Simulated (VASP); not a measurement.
All values below come from PBE GGA, VASP's PBE PAW potentials (set 64) (plane waves; VASP).

VASP ran on this input.

POSCAR:
```
MoS2
1
    1.5916056466    -2.7567415639    -0.0000000000
    1.5916056466     2.7567415639     0.0000000000
   -0.0000000000    -0.0000000000    13.2912907208
Mo S
2 4
Direct
  0.3333330000   0.6666670000   0.2500000000
  0.6666670000   0.3333330000   0.7500000000
  0.3333330000   0.6666670000   0.8675317808
  0.6666670000   0.3333330000   0.3675317808
  0.6666670000   0.3333330000   0.1324682192
  0.3333330000   0.6666670000   0.6324682192
```

INCAR:
```
NELM = 100   # most electronic steps
LCHARG = F
ENCUT = 500
NSW = 40
LWAVE = F
EDIFFG = -0.02   # ionic stop
EDIFF = 1E-6
LASPH = T   # aspherical one-centre terms
SIGMA = 0.05   # width (eV)
SYSTEM = MoS2
IBRION = 2   # conjugate gradients
ISIF = 3
GGA = PE
LREAL = F   # projection in real space or not
ISMEAR = 0   # Gaussian
PREC = Accurate
LMAXMIX = 4
ALGO = Normal
```

### KPOINTS
```
Automatic mesh
0
Gamma
8 8 2
0 0 0
```

POTCAR, in this order: Mo_sv S (PBE.64 set). Program: vasp_std.

Energy and stress use the plane-wave basis of the starting cell. Without a dispersion term in the relaxation, distances and binding between the weakly bound layers, chains or molecules are unreliable, and so is what depends on them.

**Question.** What does the run give for the energy per atom (σ→0), volume per atom?

**Answer.** 
The energy per atom (σ→0) is -7.285 eV/atom and the volume per atom is 20.62 Å³/atom.

OSZICAR:
```
...
       N       E                     dE             d eps       ncg     rms          rms(c)
DAV:   1    -0.437097333296E+02   -0.60775E-03   -0.38476E-02  1240   0.116E+00    0.206E-01
DAV:   2    -0.437092614904E+02    0.47184E-03   -0.40377E-03  1434   0.376E-01    0.131E-01
DAV:   3    -0.437091505475E+02    0.11094E-03   -0.34625E-04  1356   0.105E-01    0.502E-02
DAV:   4    -0.437091078967E+02    0.42651E-04   -0.19922E-04  1387   0.676E-02    0.284E-02
DAV:   5    -0.437091097300E+02   -0.18333E-05   -0.10081E-05  1299   0.170E-02    0.119E-02
DAV:   6    -0.437091101288E+02   -0.39885E-06   -0.24081E-06   970   0.773E-03
  17 F= -.43709110E+02 E0= -.43709110E+02  d E =-.199936E-02
```

The compound is MoS2 in the 2H layered structure. This run relaxes it. Symmetry was kept, so distortions that lower it aren't found.
